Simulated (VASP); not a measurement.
Output of a VASP run:

### OSZICAR
```
       N       E                     dE             d eps       ncg     rms          rms(c)
DAV:   1     0.271745165599E+03    0.27175E+03   -0.17406E+04  5248   0.234E+03
DAV:   2     0.429812691196E+01   -0.26745E+03   -0.25108E+03  5384   0.431E+02
DAV:   3    -0.281677095291E+02   -0.32466E+02   -0.30744E+02  5976   0.167E+02
DAV:   4    -0.293398870817E+02   -0.11722E+01   -0.11628E+01  5824   0.338E+01
DAV:   5    -0.293733377680E+02   -0.33451E-01   -0.33432E-01  6216   0.534E+00    0.201E+01
DAV:   6    -0.272829550483E+02    0.20904E+01   -0.48644E+01  7888   0.115E+02    0.229E+01
DAV:   7    -0.250888725105E+02    0.21941E+01   -0.83166E+00  6740   0.894E+01    0.902E+00
DAV:   8    -0.253116782252E+02   -0.22281E+00   -0.25709E+00  5888   0.142E+01    0.579E+00
DAV:   9    -0.252055399377E+02    0.10614E+00   -0.22170E-01  8588   0.129E+01    0.187E+00
DAV:  10    -0.252283932036E+02   -0.22853E-01   -0.82502E-02  7388   0.432E+00    0.102E+00
DAV:  11    -0.252287028389E+02   -0.30964E-03   -0.17454E-02  8384   0.370E+00    0.200E-01
DAV:  12    -0.252292502843E+02   -0.54745E-03   -0.48098E-03  6852   0.737E-01    0.130E-01
DAV:  13    -0.252291565182E+02    0.93766E-04   -0.33068E-04  7580   0.226E-01    0.536E-02
DAV:  14    -0.252291677313E+02   -0.11213E-04   -0.23703E-04  7968   0.171E-01    0.373E-02
DAV:  15    -0.252291559244E+02    0.11807E-04   -0.54527E-05  8516   0.107E-01    0.102E-02
DAV:  16    -0.252291569064E+02   -0.98202E-06   -0.78775E-06  6516   0.408E-02    0.654E-03
DAV:  17    -0.252291564962E+02    0.41021E-06   -0.12376E-06  7892   0.182E-02    0.859E-04
DAV:  18    -0.252291565058E+02   -0.96152E-08   -0.18029E-07  2924   0.425E-03
   1 F= -.25229157E+02 E0= -.25229157E+02  d E =-.157204E-18  mag=     0.0000
```

**OUTCAR**
```
------------------------ aborting loop because EDIFF is reached ----------------------------------------
  FORCE on cell =-STRESS in cart. coord.  units (eV):
  Direction    XX          YY          ZZ          XY          YZ          ZX
  --------------------------------------------------------------------------------------
  Total       -2.7257887     -2.7257887     -2.7257887     -0.0502911     -0.0502911     -0.0502911
  in kB     -117.7059573   -117.7059573   -117.7059573     -2.1716875     -2.1716875     -2.1716875
  external PRESSURE =    -117.7059573 kB  Pullay stress =       0.0000000 kB
  volume of cell :       37.10
      direct lattice vectors                 reciprocal lattice vectors
     4.200026846  2.097825702  2.097825702     0.356830882 -0.118860991 -0.118860991
     2.097825702  4.200026846  2.097825702    -0.118860991  0.356830882 -0.118860991
     2.097825702  2.097825702  4.200026846    -0.118860991 -0.118860991  0.356830882
 POSITION                                       TOTAL-FORCE (eV/Angst)
 -----------------------------------------------------------------------------------
      0.00000      0.00000      0.00000         0.000000      0.000000     -0.000000
      4.19784      4.19784      4.19784         0.000000     -0.000000      0.000000
      2.09892      2.09892      2.09892        -0.000000     -0.000000      0.000000
      6.29676      6.29676      6.29676        -0.000000      0.000000     -0.000000
 -----------------------------------------------------------------------------------
    total drift:                                0.000000     -0.000000     -0.000000
  FREE ENERGIE OF THE ION-ELECTRON SYSTEM (eV)
  ---------------------------------------------------
  free  energy   TOTEN  =       -25.2291565058 eV

  energy  without entropy=      -25.2291565058  energy(sigma->0) =      -25.22915651

 total charge

# of ion       s       p       d       tot
------------------------------------------
    1        0.327   0.392   8.264   8.983
    2        0.327   0.392   8.264   8.983
    3        1.554   3.373   0.000   4.927
    4        1.554   3.373   0.000   4.927
--------------------------------------------------
tot          3.762   7.530  16.528  27.820

 magnetization (x)

# of ion       s       p       d       tot
------------------------------------------
    1       -0.010  -0.013   1.326   1.303
    2        0.010   0.013  -1.326  -1.303
    3        0.000   0.000   0.000   0.000
    4        0.000   0.000   0.000   0.000
--------------------------------------------------
tot          0.000  -0.000   0.000  -0.000
```
(Selected blocks of OUTCAR.)

File POSCAR:
```
NiO
1
    4.2000268462     2.0978257016     2.0978257016
    2.0978257016     4.2000268462     2.0978257016
    2.0978257016     2.0978257016     4.2000268462
Ni O
2 2
Direct
  0.0000000000   0.0000000000   0.0000000000
  0.5000000000   0.5000000000   0.5000000000
  0.2500000000   0.2500000000   0.2500000000
  0.7500000000   0.7500000000   0.7500000000
```

### Question
Write an INCAR and KPOINTS that could have produced this output.

### Answer
Several could match; the one computed here: the input of the run itself, PBEsol GGA, plane waves, VASP's PBE PAW potentials (set 64).

File KPOINTS:
```
K-points
0
gamma
 8 8 8
0 0 0
```

### INCAR
```
SYSTEM = NiO
PREC = Accurate; ENCUT = 600; LREAL = .FALSE.
LASPH = .TRUE.
EDIFF = 1E-7; NELM = 100; ALGO = Normal
LMAXMIX = 4
ISMEAR = 0; SIGMA = 0.05
GGA = PS
MAGMOM = 1.3 -1.3 0.0 0.0
ISPIN = 2
ISIF = 2
LWAVE = .FALSE.; LCHARG = .FALSE.; LORBIT = 10
```

POTCAR, in this order: Ni O (PBE.64 set). Program: vasp_std.

The compound is NiO in the rock salt, AFM-II order structure. This cell was strained or had an atom moved on purpose.
